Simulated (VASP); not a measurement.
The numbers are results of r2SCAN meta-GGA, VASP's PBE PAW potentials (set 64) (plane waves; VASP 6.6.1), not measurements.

VASP ran on this input.

KPOINTS:
```
Automatic mesh
0
gamma
 9 9 9
0 0 0
```

File POSCAR:
```
CaO
1
    0.0000000000     2.4288134299     2.4288134299
    2.4288134299     0.0000000000     2.4288134299
    2.4288134299     2.4288134299     0.0000000000
Ca O
1 1
Direct
  0.0000000000   0.0000000000   0.0000000000
  0.5000000000   0.5000000000   0.5000000000
```

**INCAR**
```
SYSTEM = CaO
PREC = Accurate
ENCUT = 520
EDIFF = 1E-7
NELM = 100
ALGO = Normal
LREAL = .FALSE.
LASPH = .TRUE.
ISMEAR = 0
SIGMA = 0.05
METAGGA = R2SCAN
LMIXTAU = .TRUE.
LWAVE = .FALSE.
LCHARG = .FALSE.
ISIF = 2
```

POTCAR, in this order: Ca_sv O (PBE.64 set). Program: vasp_std.

What VASP printed:

**OSZICAR**
```
       N       E                     dE             d eps       ncg     rms          rms(c)
DAV:   1     0.120797875088E+03    0.12080E+03   -0.86968E+03   840   0.138E+03
DAV:   2    -0.182735638490E+02   -0.13907E+03   -0.13272E+03  1008   0.345E+02
DAV:   3    -0.249640814358E+02   -0.66905E+01   -0.66315E+01  1088   0.774E+01
DAV:   4    -0.252505712734E+02   -0.28649E+00   -0.28613E+00  1264   0.139E+01
DAV:   5    -0.252535844447E+02   -0.30132E-02   -0.30128E-02  1036   0.142E+00    0.769E+00
DAV:   6    -0.194719446847E+02    0.57816E+01   -0.56949E+00  1012   0.310E+01    0.278E+00
DAV:   7    -0.195018549862E+02   -0.29910E-01   -0.14423E+00  1144   0.118E+01    0.232E+00
DAV:   8    -0.205312845420E+02   -0.10294E+01   -0.18262E+00  1096   0.147E+01    0.231E+00
DAV:   9    -0.193402263704E+02    0.11911E+01   -0.86939E-01  1200   0.109E+01    0.250E-01
DAV:  10    -0.194459614419E+02   -0.10574E+00   -0.76978E-02  1016   0.327E+00    0.123E-01
DAV:  11    -0.194461605286E+02   -0.19909E-03   -0.13258E-03  1160   0.358E-01    0.122E-01
DAV:  12    -0.194458520623E+02    0.30847E-03   -0.71963E-05  1012   0.103E-01    0.143E-01
DAV:  13    -0.194458153738E+02    0.36689E-04   -0.43316E-03   992   0.810E-01    0.899E-02
DAV:  14    -0.194464507878E+02   -0.63541E-03   -0.64623E-04   892   0.300E-01    0.110E-01
DAV:  15    -0.194462127079E+02    0.23808E-03   -0.77672E-04   868   0.236E-01    0.441E-02
DAV:  16    -0.194462419581E+02   -0.29250E-04   -0.43153E-05   936   0.774E-02    0.506E-02
DAV:  17    -0.194462328513E+02    0.91068E-05   -0.30931E-05   864   0.693E-02    0.330E-02
DAV:  18    -0.194462284481E+02    0.44032E-05   -0.49560E-05   940   0.632E-02    0.775E-03
DAV:  19    -0.194462252064E+02    0.32417E-05   -0.43187E-06  1104   0.268E-02    0.262E-03
DAV:  20    -0.194462261632E+02   -0.95683E-06   -0.67944E-07  1060   0.852E-03    0.315E-04
DAV:  21    -0.194462254730E+02    0.69023E-06   -0.50941E-08   568   0.307E-03    0.407E-04
DAV:  22    -0.194462259676E+02   -0.49469E-06   -0.12780E-08   428   0.167E-03    0.187E-04
DAV:  23    -0.194462259263E+02    0.41359E-07   -0.60234E-09   432   0.998E-04
   1 F= -.19446226E+02 E0= -.19446226E+02  d E =-.427818E-24
```

OUTCAR:
```
------------------------ aborting loop because EDIFF is reached ----------------------------------------
  FORCE on cell =-STRESS in cart. coord.  units (eV):
  Direction    XX          YY          ZZ          XY          YZ          ZX
  --------------------------------------------------------------------------------------
  Total       -0.5871568     -0.5871568     -0.5871568      0.0000000     -0.0000000      0.0000000
  in kB      -32.8285903    -32.8285903    -32.8285903      0.0000000     -0.0000000      0.0000000
  external PRESSURE =     -32.8285903 kB  Pullay stress =       0.0000000 kB
  volume of cell :       28.66
      direct lattice vectors                 reciprocal lattice vectors
     0.000000000  2.428813430  2.428813430    -0.205861839  0.205861839  0.205861839
     2.428813430  0.000000000  2.428813430     0.205861839 -0.205861839  0.205861839
     2.428813430  2.428813430  0.000000000     0.205861839  0.205861839 -0.205861839
  FREE ENERGIE OF THE ION-ELECTRON SYSTEM (eV)
  ---------------------------------------------------
  free  energy   TOTEN  =       -19.4462259263 eV

  energy  without entropy=      -19.4462259263  energy(sigma->0) =      -19.44622593
```
(Selected blocks of OUTCAR.)

The compound is CaO in the rock salt structure. This cell is one point of a volume scan, at 1.03 of the reference volume.
